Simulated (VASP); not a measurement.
Calculation: revPBE GGA, VASP's PBE PAW potentials (set 64) (plane waves; VASP). For the first row: Settings: 520 eV cut-off, 13×13×13 Γ-centred mesh, first-order Methfessel-Paxton smearing of 0.10 eV, potentials Si Mo_sv.

```json
[
 {"system": "MoSi$_{2}$ (MoSi2 type)", "energy (eV/atom)": "-7.4449"},
 {"system": "Si atom", "energy (eV/atom)": "-0.9466"},
 {"system": "Mo atom", "energy (eV/atom)": "-4.7730"}
]
```

Atoms are spin-polarised in a large box without symmetry, with the spin fixed by Hund's rule, and may not be in the lowest state of each functional; no zero-point energy is added.

What is the cohesive energy per atom of MoSi₂?

The references average (2×(-0.9466) + 1×(-4.7730))/3 = -2.2221 eV, so the cohesive energy is -2.2221 − (-7.4449) = 5.223 eV/atom.
